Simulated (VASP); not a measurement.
Consider the following.

```xyz
2
Lattice="0.0000 3.1841 3.1841 3.1841 0.0000 3.1841 3.1841 3.1841 0.0000" Properties=species:S:1:pos:R:3 pbc="T T T"
Sn     0.0000     0.0000     0.0000
Te     3.1841     3.1841     3.1841
```

Method: r2SCAN meta-GGA, VASP's PBE PAW potentials (set 64) (plane waves; VASP). Settings: 480 eV cut-off, 8×8×8 Γ-centred mesh, Gaussian smearing of 0.050 eV, potentials Sn_d Te.

Unless said otherwise, spin-orbit coupling is left out, though it shifts the bands of the heavy elements here.

Each row applies one change to this cell, which was relaxed at other settings and keeps the small stress of the first row; at a fixed cut-off the stress holds a Pulay part, so it need not integrate to ΔE exactly. Stress is in GPa, positive when the cell is compressed; gaps are those on the k-mesh, and 0.00 means metallic.

| change | ΔE (meV/atom) | σxx | σyy | σzz | largest shear component, with its sign (GPa) | largest force (eV/Å) | gap (eV) |
|---|---|---|---|---|---|---|---|
| none | 0.0 | 0.13 | 0.13 | 0.13 | 0.00 | 0.000 | 0.13 |
| uniaxial strain of +4.0 % along y | (withheld) | (withheld) | (withheld) | (withheld) | (withheld) | (withheld) | (withheld) |
| atom 1 (Sn) moved by -0.100 Å along z | -1.5 | 0.16 | 0.16 | 0.35 | 0.00 | 0.041 | 0.29 |
| biaxial strain of -4.0 % in the xz plane | 49.3 | 6.67 | 0.52 | 6.67 | 0.00 | 0.000 | 0.33 |
| atom 2 (Te) moved by -0.150 Å along x | -2.2 | 0.70 | 0.20 | 0.20 | 0.00 | 0.013 | 0.42 |
| atom 1 (Sn) moved by 0.100 Å along y | -1.5 | 0.16 | 0.35 | 0.16 | 0.00 | 0.041 | 0.29 |
| isotropic strain of -2.0 % | (withheld) | (withheld) | (withheld) | (withheld) | (withheld) | (withheld) | (withheld) |
| uniaxial strain of +3.0 % along y | 9.2 | 0.01 | -3.04 | 0.01 | 0.00 | 0.000 | 0.15 |

**Question.** What belongs in the gaps?

**Answer.** 
- uniaxial strain of +4.0 % along y, ΔE (meV/atom): 16.1
- uniaxial strain of +4.0 % along y, σxx: -0.05
- uniaxial strain of +4.0 % along y, σyy: -3.83
- uniaxial strain of +4.0 % along y, σzz: -0.05
- uniaxial strain of +4.0 % along y, largest shear component, with its sign (GPa): 0.00
- uniaxial strain of +4.0 % along y, largest force (eV/Å): 0.000
- uniaxial strain of +4.0 % along y, gap (eV): 0.14
- isotropic strain of -2.0 %, ΔE (meV/atom): 19.1
- isotropic strain of -2.0 %, σxx: 3.16
- isotropic strain of -2.0 %, σyy: 3.16
- isotropic strain of -2.0 %, σzz: 3.16
- isotropic strain of -2.0 %, largest shear component, with its sign (GPa): 0.00
- isotropic strain of -2.0 %, largest force (eV/Å): 0.000
- isotropic strain of -2.0 %, gap (eV): 0.07

Failed runs are left out, and for metals the shear rows, which the mesh's noise covers.

The compound is SnTe in the rock salt structure, which distorts at low temperature.
